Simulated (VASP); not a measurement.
An input for Ansatz (written as the equivalent of a VASP run, and not itself run):

Ansatz 0.2 input:
```yaml
crystal:
  lattice:
    - [-2.6976585, 2.6976585, 5.3105660]
    - [2.6976585, -2.6976585, 5.3105660]
    - [2.6976585, 2.6976585, -5.3105660]
  atoms:
    - { symbol: Zn, position: [0.0000000, 1.0000000, 0.0000000] }
    - { symbol: Zn, position: [0.7500000, 0.2500000, 0.5000000] }
    - { symbol: Ge, position: [0.5000000, 0.5000000, 0.0000000] }
    - { symbol: Ge, position: [0.2500000, 0.7500000, 0.5000000] }
    - { symbol: P, position: [0.8750000, 0.8709969, 0.4959969] }
    - { symbol: P, position: [0.1290031, 0.6250000, 0.0040031] }
    - { symbol: P, position: [0.3750000, 0.3790031, 0.5040031] }
    - { symbol: P, position: [0.6209969, 0.1250000, 0.9959969] }
kpoints:
  mp_grid: { grid: [6, 6, 6] }
hamiltonian:
  xc: pbe
  pseudopotentials: { kind: paw }
scf:
  occupations: { method: gaussian, width: 0.05 }
  max_iter: 100
relax:
  max_steps: 40
  f_tol: 0.02
  cell: { p_target: 5 }
output: { forces: true, stress: true, eigenvalues: true }
```

### Question
Write the VASP files for the same calculation (PBE).

### Answer
This is not unique; one that fits is 
File KPOINTS:
```
Automatic mesh
0
Gamma
6 6 6
0 0 0
```

### INCAR
```
# general
SYSTEM  = ZnGeP2
PREC    = Accurate
ENCUT   = 500
LREAL   = .False.
LASPH   = .True.

# electronic loop
EDIFF   = 1E-6
NELM    = 100
ALGO    = Normal
LMAXMIX = 4

# smearing
ISMEAR  = 0
SIGMA   = 0.05

# functional
GGA     = PE

# ions
IBRION  = 2
NSW     = 40
ISIF    = 3
EDIFFG  = -0.02
PSTRESS = 50

# output
LWAVE   = .False.
LCHARG  = .False.
```

File POSCAR:
```
ZnGeP2
1
   -2.6976584770     2.6976584770     5.3105660137
    2.6976584770    -2.6976584770     5.3105660137
    2.6976584770     2.6976584770    -5.3105660137
Zn Ge P
2 2 4
Direct
  0.0000000000   1.0000000000   0.0000000000
  0.7500000000   0.2500000000   0.5000000000
  0.5000000000   0.5000000000   0.0000000000
  0.2500000000   0.7500000000   0.5000000000
  0.8750000000   0.8709969113   0.4959969113
  0.1290030887   0.6250000000   0.0040030887
  0.3750000000   0.3790030887   0.5040030887
  0.6209969113   0.1250000000   0.9959969113
```

POTCAR, in this order: Zn Ge_d P (PBE.64 set). Program: vasp_std.

The two are equivalent in intent, not identical: each code has its own PAW files, so the cut-off isn't converted (ENCUT is set for VASP's; basis.ecutwfc is left out, and Ansatz then takes the one that its files recommend); Ansatz stops its SCF on the density residual and VASP on the energy change (EDIFF).

The compound is ZnGeP2 in the chalcopyrite structure. This run relaxes it under an external pressure of 5 GPa. Symmetry was kept, so distortions that lower it aren't found.
